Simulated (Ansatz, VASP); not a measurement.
**Two plane-wave programs on NbRu3C**

```
CELL_PARAMETERS angstrom
3.96086 0.00000 0.00000
0.00000 3.96086 0.00000
0.00000 0.00000 3.96086
ATOMIC_POSITIONS crystal
Nb 0.00000 0.00000 0.00000
Ru 0.00000 0.50000 0.50000
Ru 0.50000 0.00000 0.50000
Ru 0.50000 0.50000 0.00000
C 0.50000 0.50000 0.50000
```

The cell comes from a database or a generator and needn't be the stable form of this composition.

Alike in both runs: task single point; functional PBE; k mesh 6 × 6 × 6; occupations methfessel-paxton of order 1, width 0.05 eV; no spin polarisation.

```csv
,VASP,Ansatz
version,VASP 6.6.1,Ansatz 0.2.0
potentials or method,"VASP PAW PBE potentials, release 64 (Nb_sv, Ru_pv, C)","plane waves, PAW"
plane-wave cutoff (eV),520,550
valence electrons in the cell,59,65
```

|  | VASP | Ansatz | Ansatz less VASP |
| --- | --- | --- | --- |
| pressure (GPa) | 21.6 | 21.6 | +0.03 |

The two sets of potentials don't hold the same shells in valence. Ansatz warned: «stress_scf_threshold_loose».

Caveats: so large a pressure means that the cell lies far from this level's equilibrium, or that cutoff or potentials fall short (VASP).
